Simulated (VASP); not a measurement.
P (black): the band gap from VASP (plane waves, PAW) at several levels of theory. Gaps are without spin-orbit coupling. Each level names its cell: its own relaxed one, PBE's, or the starting one. A gap is the smallest over the k-mesh and a band path; hybrids may have named points in place of the path, and GW has the mesh alone. Without a dispersion term in the relaxation, distances and binding between the weakly bound layers, chains or molecules are unreliable, and so is what depends on them.  mBJ is a potential without an energy functional, so only the levels count.

```json
[
 {"level": "LDA (own cell)", "band gap (eV)": "0 (metallic)", "error against measurement (eV)": "-0.35"},
 {"level": "PBE (own cell) [volume +10 % from the start]", "band gap (eV)": "0.13", "error against measurement (eV)": "-0.22"},
 {"level": "PBEsol (own cell)", "band gap (eV)": "0 (metallic)", "error against measurement (eV)": "-0.35"},
 {"level": "RPBE (own cell) [volume +49 % from the start]", "band gap (eV)": "0.88", "error against measurement (eV)": "+0.53"},
 {"level": "AM05 (own cell)", "band gap (eV)": "0 (metallic)", "error against measurement (eV)": "-0.35"},
 {"level": "PBE-D3(BJ) (own cell)", "band gap (eV)": "0 (metallic)", "error against measurement (eV)": "-0.35"},
 {"level": "PBE-D4 (own cell)", "band gap (eV)": "0 (metallic)", "error against measurement (eV)": "-0.35"},
 {"level": "optB88-vdW (own cell)", "band gap (eV)": "0 (metallic)", "error against measurement (eV)": "-0.35"},
 {"level": "rev-vdW-DF2 (own cell)", "band gap (eV)": "0 (metallic)", "error against measurement (eV)": "-0.35"},
 {"level": "SCAN (own cell)", "band gap (eV)": "0.29", "error against measurement (eV)": "-0.06"},
 {"level": "r2SCAN (own cell)", "band gap (eV)": "0.28", "error against measurement (eV)": "-0.07"},
 {"level": "r2SCAN+rVV10 (own cell)", "band gap (eV)": "0 (metallic)", "error against measurement (eV)": "-0.35"},
 {"level": "mBJ (TB09) (PBE cell) [volume +10 % from the start]", "band gap (eV)": "0.68", "error against measurement (eV)": "+0.33"}
]
```

Measured: 0.35 eV (as given by Das et al., (2018), arXiv:1807.05623).

The cell of the LDA (own cell) run:

```yaml
crystal:
  lattice:
    - [1.65261, -5.05488, 0.00000]
    - [1.65261, 5.05488, 0.00000]
    - [0.00000, 0.00000, 4.12294]
  atoms:
    - { symbol: P, position: [0.10683, 0.89317, 0.92890] }
    - { symbol: P, position: [0.39317, 0.60683, 0.42890] }
    - { symbol: P, position: [0.60683, 0.39317, 0.57110] }
    - { symbol: P, position: [0.89317, 0.10683, 0.07110] }
```

Only levels that ran to the end are used. Left out are those held back, those with too coarse a band path, GW runs whose mesh misses a band edge, hybrids' fits of cells that aren't cubic and levels without matching references; a question may draw on a part of the rest.

The compound is P in the black structure.
